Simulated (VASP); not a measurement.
The system is Cd.

```xyz
2
Lattice="2.9585 0.0000 0.0000 -1.4792 2.5621 0.0000 0.0000 0.0000 5.8859" Properties=species:S:1:pos:R:3 pbc="T T T"
Cd    0.0000    1.7081    1.4715
Cd    1.4792    0.8540    4.4144
```

- Program: VASP 6.6.1
- Task: relaxation of cell and atoms
- Functional: PBEsol
- Potentials or basis: VASP PAW PBE potentials, release 64 (Cd)
- Cutoff: 480 eV
- k mesh: 18 × 18 × 8
- Occupations: gaussian, width 0.1 eV
- Spin: no spin polarisation

At the start: pressure -2.0 GPa; volume 22.31 Å³/atom.

Question: Where does the relaxation end?

Answer: Over 10 steps the energy falls by 9.9 meV/atom and the volume is 21.16 Å³/atom (-5.1 %); space group P6_3/mmc (No. 194, to 0.05 Å).

The path:
| step | energy change (eV) | largest force (eV/Å) | pressure (GPa) | volume (Å³) |
| --- | --- | --- | --- | --- |
| 1 | 0.0000 | 0.0000 | -2.02 | 44.62 |
| 2 | -0.0135 | 0.0000 | 0.13 | 42.82 |
| 3 | -0.0136 | 0.0000 | 0.27 | 42.71 |
| 4 | -0.0181 | 0.0000 | 0.17 | 42.52 |
| 5 | -0.0195 | 0.0000 | 0.12 | 42.36 |
| 6 | -0.0197 | 0.0000 | 0.11 | 42.30 |
| 7 | -0.0197 | 0.0000 | 0.10 | 42.27 |
| 8 | -0.0197 | 0.0000 | 0.12 | 42.26 |
| 9 | -0.0197 | 0.0000 | -0.03 | 42.39 |
| 10 | -0.0197 | 0.0000 | 0.02 | 42.32 |

Final structure:
```xyz
2
Lattice="2.9517 0.0000 0.0000 -1.4759 2.5563 0.0000 0.0000 0.0000 5.6087" Properties=species:S:1:pos:R:3 pbc="T T T"
Cd    0.0000    1.7042    1.4022
Cd    1.4759    0.8521    4.2065
```

Caveat: the PAW data sets were made with another functional, which shifts forces and pressure a little.
